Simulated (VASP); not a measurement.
All values below come from PBE GGA with D4 dispersion, VASP's PBE PAW potentials (set 64) (plane waves; VASP).

VASP input:

**KPOINTS**
```
K-points
0
Gamma
 16 16 16
```

**POSCAR**
```
Cu
1.0
  0.0000000000   1.7888835734   1.7888835734
  1.7888835734   0.0000000000   1.7888835734
  1.7888835734   1.7888835734   0.0000000000
Cu
1
Cartesian
  0.0000000000   0.0000000000   0.0000000000
```

### INCAR
```
# general
SYSTEM =Cu
PREC   =Accurate
ENCUT  =520
LREAL  =.False.   # projection in real space or not
LASPH  =.True.

# electronic loop
EDIFF  =1E-6   # SCF stop (eV)
NELM   =100
ALGO   =Normal   # blocked Davidson
LMAXMIX=4   # l cut-off of mixed one-centre charges

# smearing
ISMEAR =1   # Methfessel-Paxton
SIGMA  =0.1

# functional
GGA    =PE   # PBE
IVDW   =13   # D4

# ions
IBRION =2   # conjugate gradients
NSW    =60   # most ionic steps
ISIF   =3   # ions, shape and volume
EDIFFG =-0.01

# output
LWAVE  =.False.
LCHARG =.False.
```

POTCAR, in this order: Cu (PBE.64 set). Program: vasp_std.

What VASP printed:

**OSZICAR**
```
       N       E                     dE             d eps       ncg     rms          rms(c)
DAV:   1     0.359391167000E+02    0.35939E+02   -0.57894E+03  2707   0.206E+03
DAV:   2    -0.418933701407E+01   -0.40128E+02   -0.38332E+02  2621   0.197E+02
DAV:   3    -0.462608435849E+01   -0.43675E+00   -0.43521E+00  3164   0.297E+01
DAV:   4    -0.462892857670E+01   -0.28442E-02   -0.28439E-02  3155   0.212E+00
DAV:   5    -0.462896106040E+01   -0.32484E-04   -0.32482E-04  3064   0.183E-01    0.771E+00
DAV:   6    -0.407259085587E+01    0.55637E+00   -0.16400E+01  2745   0.954E+01    0.373E+00
DAV:   7    -0.372898505682E+01    0.34361E+00   -0.24987E+00  2808   0.369E+01    0.607E-01
DAV:   8    -0.371705239452E+01    0.11933E-01   -0.48943E-03  2845   0.115E+00    0.292E-01
DAV:   9    -0.371554175377E+01    0.15106E-02   -0.10527E-02  2927   0.223E+00    0.319E-02
DAV:  10    -0.371554255840E+01   -0.80463E-06   -0.45324E-05  3851   0.137E-01    0.889E-03
DAV:  11    -0.371554103739E+01    0.15210E-05   -0.15082E-06  1989   0.276E-02    0.327E-04
DAV:  12    -0.371554108764E+01   -0.50250E-07   -0.58448E-08  1426   0.337E-03
   1 F= -.42924527E+01 E0= -.42924454E+01  d E =-.429245E+01
```

**OUTCAR**
```
------------------------ aborting loop because EDIFF is reached ----------------------------------------
  Edisp (eV):   -0.57691
  FORCE on cell =-STRESS in cart. coord.  units (eV):
  Direction    XX          YY          ZZ          XY          YZ          ZX
  --------------------------------------------------------------------------------------
  Total      -0.00197    -0.00197    -0.00197    -0.00000     0.00000    -0.00000
  in kB      -0.27503    -0.27503    -0.27503    -0.00000     0.00000    -0.00000
  external pressure =       -0.28 kB  Pullay stress =        0.00 kB
  volume of cell :       11.45
      direct lattice vectors                 reciprocal lattice vectors
     0.000000000  1.788883573  1.788883573    -0.279503936  0.279503936  0.279503936
     1.788883573  0.000000000  1.788883573     0.279503936 -0.279503936  0.279503936
     1.788883573  1.788883573  0.000000000     0.279503936  0.279503936 -0.279503936
 POSITION                                       TOTAL-FORCE (eV/Angst)
 -----------------------------------------------------------------------------------
      0.00000      0.00000      0.00000         0.000000      0.000000      0.000000
 -----------------------------------------------------------------------------------
    total drift:                               -0.000000     -0.000000     -0.000000
  FREE ENERGIE OF THE ION-ELECTRON SYSTEM (eV)
  ---------------------------------------------------
  free  energy   TOTEN  =        -4.2924527464 eV

  energy  without entropy=       -4.2924307306  energy(sigma->0) =       -4.29244541

 reached required accuracy - stopping structural energy minimisation
```
(Selected blocks of OUTCAR.)

The compound is Cu in the fcc structure. It was relaxed first. The start is the result of an earlier pass.
